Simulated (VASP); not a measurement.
Output of a VASP run:

OSZICAR:
```
...
DAV:   4    -0.310206892050E+02    0.37059E-04   -0.20124E-04  2624   0.149E-01    0.266E-02
DAV:   5    -0.310206891150E+02    0.90028E-07   -0.58202E-05  2384   0.645E-02    0.101E-02
DAV:   6    -0.310206890797E+02    0.35213E-07   -0.43683E-06  2600   0.220E-02    0.560E-03
DAV:   7    -0.310206890566E+02    0.23143E-07   -0.10990E-06  2312   0.920E-03    0.243E-03
DAV:   8    -0.310206890872E+02   -0.30644E-07   -0.22368E-07  1480   0.518E-03
   6 F= -.31020689E+02 E0= -.31020689E+02  d E =-.200076E-02
       N       E                     dE             d eps       ncg     rms          rms(c)
DAV:   1    -0.310135171910E+02    0.71719E-02   -0.13123E+00  2240   0.144E+01    0.214E-01
DAV:   2    -0.310214847328E+02   -0.79675E-02   -0.90133E-02  2008   0.213E+00    0.127E-01
DAV:   3    -0.310215960529E+02   -0.11132E-03   -0.32444E-03  2656   0.389E-01    0.755E-02
DAV:   4    -0.310215367463E+02    0.59307E-04   -0.31197E-04  2608   0.188E-01    0.292E-02
DAV:   5    -0.310215381911E+02   -0.14448E-05   -0.85194E-05  2320   0.770E-02    0.124E-02
DAV:   6    -0.310215380757E+02    0.11537E-06   -0.50688E-06  2672   0.249E-02    0.683E-03
DAV:   7    -0.310215380705E+02    0.52551E-08   -0.16566E-06  2472   0.120E-02    0.251E-03
DAV:   8    -0.310215381001E+02   -0.29641E-07   -0.37429E-07  1976   0.579E-03
   7 F= -.31021538E+02 E0= -.31021538E+02  d E =-.284978E-02
       N       E                     dE             d eps       ncg     rms          rms(c)
DAV:   1    -0.310210280121E+02    0.51006E-03   -0.16400E-01  2216   0.484E+00    0.164E-01
DAV:   2    -0.310219139589E+02   -0.88595E-03   -0.12252E-02  2000   0.792E-01    0.101E-01
DAV:   3    -0.310217709876E+02    0.14297E-03   -0.62348E-04  2576   0.199E-01    0.426E-02
DAV:   4    -0.310217432459E+02    0.27742E-04   -0.14590E-04  2568   0.106E-01    0.130E-02
DAV:   5    -0.310217417688E+02    0.14771E-05   -0.17603E-05  2360   0.398E-02    0.721E-03
DAV:   6    -0.310217414014E+02    0.36743E-06   -0.14388E-06  2520   0.114E-02    0.377E-03
DAV:   7    -0.310217413697E+02    0.31689E-07   -0.74023E-07  2176   0.733E-03
   8 F= -.31021741E+02 E0= -.31021741E+02  d E =-.203270E-03
       N       E                     dE             d eps       ncg     rms          rms(c)
DAV:   1    -0.310217340639E+02    0.73375E-05   -0.29449E-03  2216   0.649E-01    0.219E-02
DAV:   2    -0.310217497530E+02   -0.15689E-04   -0.21692E-04  2000   0.105E-01    0.134E-02
DAV:   3    -0.310217471603E+02    0.25926E-05   -0.11031E-05  2568   0.265E-02    0.566E-03
DAV:   4    -0.310217466496E+02    0.51066E-06   -0.25902E-06  2576   0.140E-02    0.173E-03
DAV:   5    -0.310217466121E+02    0.37562E-07   -0.29898E-07  1960   0.528E-03
   9 F= -.31021747E+02 E0= -.31021747E+02  d E =-.208512E-03
       N       E                     dE             d eps       ncg     rms          rms(c)
DAV:   1    -0.310216808460E+02    0.65804E-04   -0.18716E-02  2272   0.182E+00    0.535E-02
DAV:   2    -0.310218100687E+02   -0.12922E-03   -0.17843E-03  1952   0.298E-01    0.347E-02
DAV:   3    -0.310217944217E+02    0.15647E-04   -0.84023E-05  2728   0.697E-02    0.168E-02
DAV:   4    -0.310217891768E+02    0.52449E-05   -0.17849E-05  2392   0.404E-02    0.656E-03
DAV:   5    -0.310217888772E+02    0.29959E-06   -0.29595E-06  2472   0.164E-02    0.217E-03
DAV:   6    -0.310217888519E+02    0.25307E-07   -0.25632E-07  1856   0.506E-03
  10 F= -.31021789E+02 E0= -.31021789E+02  d E =-.422398E-04
```

**OUTCAR**
```
------------------------ aborting loop because EDIFF is reached ----------------------------------------
  FORCE on cell =-STRESS in cart. coord.  units (eV):
  Direction    XX          YY          ZZ          XY          YZ          ZX
  --------------------------------------------------------------------------------------
  Total        3.6937818      3.6937818      3.6693367      0.0000000     -0.0000000      0.0000000
  in kB       96.5525795     96.5525795     95.9136032      0.0000000     -0.0000000      0.0000000
  external PRESSURE =      96.3395874 kB  Pullay stress =       0.0000000 kB
  volume of cell :       61.29
      direct lattice vectors                 reciprocal lattice vectors
     3.938670508  0.000000000  0.000000000     0.253892779  0.000000000  0.000000000
     0.000000000  3.938670508  0.000000000     0.000000000  0.253892779 -0.000000000
     0.000000000  0.000000000  3.951105633     0.000000000 -0.000000000  0.253093714
 POSITION                                       TOTAL-FORCE (eV/Angst)
 -----------------------------------------------------------------------------------
      0.00000      0.00000      3.93357         0.000000     -0.000000     -0.003028
      1.96934      1.96934      1.98784         0.000000     -0.000000     -0.009938
      1.96934      1.96934      3.89940         0.000000      0.000000      0.000971
      3.93867      1.96934      1.93291         0.000000      0.000000      0.005998
      1.96934      3.93867      1.93291         0.000000      0.000000      0.005998
 -----------------------------------------------------------------------------------
    total drift:                                0.000000      0.000000      0.000124
  FREE ENERGIE OF THE ION-ELECTRON SYSTEM (eV)
  ---------------------------------------------------
  free  energy   TOTEN  =       -31.0217888519 eV

  energy  without entropy=      -31.0217888519  energy(sigma->0) =      -31.02178885

 reached required accuracy - stopping structural energy minimisation
```
(Selected blocks of OUTCAR.)

### POSCAR
```
BaTiO3
1
    3.9074666789     0.0000000000     0.0000000000
    0.0000000000     3.9074666789     0.0000000000
    0.0000000000     0.0000000000     4.0144622318
Ba Ti O
1 1 3
Direct
  0.0000000000   1.0000000000   0.0032508032
  0.5000000000   0.5000000000   0.5210027245
  0.5000000000   0.5000000000   0.9712374489
  0.0000000000   0.5000000000   0.4842545117
  0.5000000000   1.0000000000   0.4842545117
```

Problem. Reconstruct the remaining input files.

Solution. This is not unique; one that fits is the input of the run itself, optB86b-vdW, plane waves, VASP's PBE PAW potentials (set 64).

INCAR:
```
# general
SYSTEM    =  BaTiO3
PREC      =  Accurate
ENCUT     =  520   # plane-wave cut-off (eV)
LREAL     =  .FALSE.   # projection in real space or not
LASPH     =  .TRUE.   # aspherical one-centre terms

# electronic loop
EDIFF     =  1E-7   # SCF stop (eV)
NELM      =  100   # most electronic steps
ALGO      =  Normal   # blocked Davidson
LMAXMIX   =  4

# smearing
ISMEAR    =  0   # Gaussian
SIGMA     =  0.05

# functional
GGA       =  MK
LUSE_VDW  =  .TRUE.
AGGAC     =  0.0
PARAM1    =  0.1234
PARAM2    =  1.0

# ions
IBRION    =  2   # conjugate gradients
NSW       =  30
ISIF      =  4
EDIFFG    =  -0.01

# output
LWAVE     =  .FALSE.
LCHARG    =  .FALSE.
```

File KPOINTS:
```
Automatic mesh
0
Gamma
6 6 6
0 0 0
```

POTCAR, in this order: Ba_sv Ti_sv O (PBE.64 set). Program: vasp_std.

The compound is BaTiO3 in the tetragonal perovskite structure. This cell is one point of a volume scan, at 0.94 of the reference volume. Symmetry was kept, so distortions that lower it aren't found.
